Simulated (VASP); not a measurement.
Here is the system:

```
CELL_PARAMETERS angstrom
      0.00000     2.99463     2.99463
      2.99463     0.00000     2.99463
      2.99463     2.99463     0.00000
ATOMIC_POSITIONS crystal
  Al 0.75000 0.75000 0.75000
  Al 0.50000 0.50000 0.50000
```

These are PBEsol GGA, VASP's PBE PAW potentials (set 64) (plane waves; VASP) values and carry that method's errors. Numerical set-up: 400 eV cut-off, Gaussian smearing of 0.050 eV, potentials Al.

Q: Give the energies of bands 1 to 6 at the high-symmetry points, in eV from the Fermi level.

A: 
| band | Γ | X | U | L | W |
|---|---|---|---|---|---|
| 1 | -7.96 | -4.37 | -4.67 | -5.88 | -4.18 |
| 2 | 2.18 | -4.37 | -3.87 | -3.91 | -4.18 |
| 3 | 2.18 | -0.39 | -1.85 | 1.14 | -1.44 |
| 4 | 2.18 | -0.39 | -0.01 | 1.14 | -1.44 |
| 5 | 4.01 | 2.06 | 2.51 | 3.32 | 5.15 |
| 6 | 4.01 | 2.06 | 5.10 | 4.41 | 5.15 |

It has no gap at this level: it comes out as a metal or semimetal.

The structure was generated: Al was put into the diamond type (Fd-3m), which need not be its known phase. It was relaxed first, which changed the volume by +29 %.
